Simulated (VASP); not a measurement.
Method: PBEsol GGA, VASP's PBE PAW potentials (set 64) (plane waves; VASP).

VASP input:

KPOINTS:
```
k-points along high-symmetry lines
12
Line-mode
Reciprocal
  0.000000   0.000000   0.000000 ! GAMMA
  0.000000   0.000000  -0.500000 ! T

  0.000000   0.000000  -0.500000 ! T
 -0.328125   0.328125  -0.500000 ! H_2

 -0.343750   0.328125  -0.187500 ! H_0
  0.000000   0.500000   0.500000 ! L

  0.000000   0.500000   0.500000 ! L
  0.000000   0.000000   0.000000 ! GAMMA

  0.000000   0.000000   0.000000 ! GAMMA
 -0.335938   0.335938   0.000000 ! S_0

 -0.335937   0.328125  -0.343750 ! S_2
 -0.500000   0.000000  -1.000000 ! F

 -0.500000   0.000000  -1.000000 ! F
  0.000000   0.000000   0.000000 ! GAMMA
```

### INCAR
```
! general
SYSTEM =Be4SSe3
PREC   =Accurate
ENCUT  =400   ! plane-wave cut-off (eV)
LREAL  =.False.   ! projection in real space or not
LASPH  =.True.   ! aspherical one-centre terms
ICHARG =11   ! fixed density

! electronic loop
EDIFF  =1E-7   ! SCF stop (eV)
NELM   =100   ! most electronic steps
ALGO   =Normal
LMAXMIX=4   ! l cut-off of mixed one-centre charges

! smearing
ISMEAR =0   ! Gaussian
SIGMA  =0.05

! functional
GGA    =PS   ! PBEsol

! output
LWAVE  =.False.
LCHARG =.False.
LORBIT =11
```

File POSCAR:
```
Be4SSe3
1
   -0.0000000000     2.5326561328     2.5326561328
    2.5326561328    -0.0000000000     2.5326561328
   10.1223297802    10.1223297802     0.0082947509
Be Se S
4 3 1
Direct
  0.0109897933   0.0109897933   0.9917576550
  0.0032591793   0.0032591793   0.2475556155
  0.9967997770   0.9967997770   0.5024001672
  0.9889288927   0.9889288927   0.7583033305
  0.2564709733   0.2564709733   0.0576467701
  0.2501675012   0.2501675012   0.3123743741
  0.2434100799   0.2434100799   0.5674424401
  0.2499738034   0.2499738034   0.8125196474
```

POTCAR, in this order: Be Se S (PBE.64 set). Program: vasp_std. Read from the step before: CHGCAR.

The resulting files:

File OSZICAR:
```
       N       E                     dE             d eps       ncg     rms          rms(c)
DAV:   1     0.128818376665E+03    0.12882E+03   -0.11456E+04  3528   0.105E+03
DAV:   2    -0.222935893633E+02   -0.15111E+03   -0.14426E+03  5185   0.197E+02
DAV:   3    -0.329476117827E+02   -0.10654E+02   -0.10525E+02  4431   0.573E+01
DAV:   4    -0.331827498144E+02   -0.23514E+00   -0.23460E+00  4620   0.962E+00
DAV:   5    -0.331870511839E+02   -0.43014E-02   -0.42979E-02  4365   0.127E+00
DAV:   6    -0.331871890030E+02   -0.13782E-03   -0.13777E-03  4679   0.209E-01
DAV:   7    -0.331871928308E+02   -0.38278E-05   -0.38269E-05  4351   0.318E-02
DAV:   8    -0.331871930119E+02   -0.18109E-06   -0.18108E-06  3974   0.594E-03
DAV:   9    -0.331871930187E+02   -0.68280E-08   -0.68165E-08  3132   0.120E-03
   1 F= -.33187193E+02 E0= -.33187193E+02  d E =-.477899E-14
```

### OUTCAR
```
 val. band max:        3.6830047294   @ k =   0.0000   0.0000   0.0000

 cond. band min:       6.0757290357   @ k =  -0.5000   0.0000  -1.0000



 k-point     1 :       0.0000    0.0000    0.0000
  band No.  band energies     occupation
      1     -10.3091      2.00000
      2      -9.7099      2.00000
      3      -9.6990      2.00000
      4      -8.8681      2.00000
      5      -2.2978      2.00000
      6      -0.0127      2.00000
      7       0.1853      2.00000
      8       2.0183      2.00000
      9       2.0183      2.00000
     10       2.9086      2.00000
     11       2.9086      2.00000
     12       3.1665      2.00000
     13       3.1665      2.00000
     14       3.5088      2.00000
     15       3.6830      2.00000
     16       3.6830      2.00000
     17       7.6462      0.00000
     18       8.2577      0.00000
     19       8.3289      0.00000
     20       8.3510      0.00000
     21       8.6052      0.00000

 k-point     2 :       0.0000    0.0000   -0.0455
  band No.  band energies     occupation
      1     -10.3078      2.00000
      2      -9.7532      2.00000
      3      -9.6546      2.00000
      4      -8.8707      2.00000
      5      -2.2919      2.00000
      6      -0.1198      2.00000
      7       0.2960      2.00000
      8       2.0184      2.00000
      9       2.0184      2.00000
     10       2.9064      2.00000
     11       2.9064      2.00000
     12       3.1701      2.00000
     13       3.1701      2.00000
     14       3.4948      2.00000
     15       3.6814      2.00000
     16       3.6814      2.00000
     17       7.6482      0.00000
     18       8.2558      0.00000
     19       8.3259      0.00000
     20       8.3579      0.00000
     21       8.6122      0.00000

 k-point     3 :       0.0000    0.0000   -0.0909
  band No.  band energies     occupation
      1     -10.3037      2.00000
      2      -9.8003      2.00000
      3      -9.6044      2.00000
      4      -8.8785      2.00000
...
```

The density is held fixed in this step, so its total energy and stress have no physical meaning.

The structure was generated: Be4SSe3 was put into an ordered model structure (R3m), which need not be its known phase. It was relaxed first.
